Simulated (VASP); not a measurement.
## Ag$_{3}$Rh (ordered alloy cell): computed properties

Level of theory: PBEsol GGA, VASP's PBE PAW potentials (set 64) (plane waves; VASP).

```
Quantity                                                                               Result
----------------------------------  ---------------------------------------------------------
space group                                                                         Cmmm (65)
cell                                a = 5.699 Å, b = 8.018 Å, c = 2.742 Å, α = β = γ = 90.00°
volume per atom                                                                 15.66 Å³/atom
band gap (over mesh and band path)                   none (metal, semimetal or under 0.01 eV)
density                                                                           11.31 g/cm³
```

```cif
data_Ag6Rh2
_chemical_formula_sum 'Rh2 Ag6'
_space_group_name_H-M_alt 'Cmmm'
_space_group_IT_number 65
_space_group_name_Hall '-C 2 2'
_cell_length_a 5.69917
_cell_length_b 8.01795
_cell_length_c 2.74190
_cell_angle_alpha 90.000
_cell_angle_beta 90.000
_cell_angle_gamma 90.000
loop_
_atom_site_label
_atom_site_type_symbol
_atom_site_symmetry_multiplicity
_atom_site_Wyckoff_symbol
_atom_site_fract_x
_atom_site_fract_y
_atom_site_fract_z
_atom_site_occupancy
Rh1 Rh 2 a 0.00000 0.00000 0.00000 1
Ag1 Ag 4 f 0.25000 0.25000 0.50000 1
Ag2 Ag 2 b 0.00000 0.50000 0.00000 1
```
(The calculation used a cell of 4 atoms; values per cell refer to that cell.)

The structure was generated: Ag3Rh was put into an ordered model structure (Cmmm), which need not be its known phase. It was relaxed first. Symmetry was kept, so distortions that lower it aren't found.
